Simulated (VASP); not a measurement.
Crystal: Al7GaN8.

```
CELL_PARAMETERS angstrom
0.00000 0.00000 -4.99763
3.12339 5.40987 0.00000
3.12339 -5.40987 0.00000
ATOMIC_POSITIONS crystal
Ga 0.00000 0.16667 0.33333
Al 0.00000 0.16667 0.83333
Al 0.00000 0.66667 0.33333
Al 0.00000 0.66667 0.83333
Al 0.50000 0.33333 0.66667
Al 0.50000 0.33333 0.16667
Al 0.50000 0.83333 0.66667
Al 0.50000 0.83333 0.16667
N 0.62000 0.16667 0.33333
N 0.62000 0.16667 0.83333
N 0.62000 0.66667 0.33333
N 0.62000 0.66667 0.83333
N 0.12000 0.33333 0.66667
N 0.12000 0.33333 0.16667
N 0.12000 0.83333 0.66667
N 0.12000 0.83333 0.16667
```

The cell was built by a generator and needn't be a form met in nature.

```yaml
Program: VASP 6.6.1
Task: relaxation of cell and atoms
Functional: PBEsol
Potentials_or_basis: VASP PAW PBE potentials, release 64 (Ga_d, Al, N)
Cutoff: 600 eV
k_mesh: 6 × 6 × 5
Occupations: gaussian, width 0.03 eV
Spin: no spin polarisation
```

At the start: pressure 0.4 GPa; volume 10.56 Å³/atom.

Where does the relaxation end?

Over 10 steps the energy falls by 5.4 meV/atom and the volume is 10.57 Å³/atom (+0.1 %); space group P3m1 (No. 156, to 0.05 Å).

Step by step:
```
step  energy change (eV)  largest force (eV/Å)  pressure (GPa)  volume (Å³)
   1              0.0000                1.1073            0.36       168.89
   2             -0.0743                0.2865           -0.42       169.47
   3             -0.0799                0.2159           -0.29       169.34
   4             -0.0854                0.0745            0.17       168.94
   5             -0.0858                0.0478            0.05       169.03
   6             -0.0862                0.0371            0.01       169.07
   7             -0.0862                0.0368            0.02       169.07
   8             -0.0863                0.0171           -0.03       169.10
   9             -0.0863                0.0171           -0.04       169.11
  10             -0.0864                0.0091            0.03       169.06
```

Final structure:
```xyz
16
Lattice="0.0000 0.0000 -5.0131 3.1201 5.4042 0.0000 3.1201 -5.4042 0.0000" Properties=species:S:1:pos:R:3 pbc="T T T"
Ga    1.5601   -0.9007   -5.0101
Al    3.1175   -3.6043   -0.0020
Al    3.1227    1.7999   -0.0020
Al    4.6802   -0.8977   -0.0020
Al    3.1276   -1.8057   -2.5101
Al    1.5601    0.9093   -2.5101
Al    4.6802    0.9007   -2.5105
Al    3.1127    3.5985   -2.5101
N     1.5601   -0.9007   -3.0541
N     3.1179   -3.6041   -3.1110
N     3.1223    1.8001   -3.1110
N     4.6802   -0.8982   -3.1110
N     3.1526   -1.8201   -0.6110
N     1.5601    0.9381   -0.6110
N     4.6802    0.9007   -0.6009
N     3.0877    3.5841   -0.6110
```

Caveat: the PAW data sets were made with another functional, which shifts forces and pressure a little.
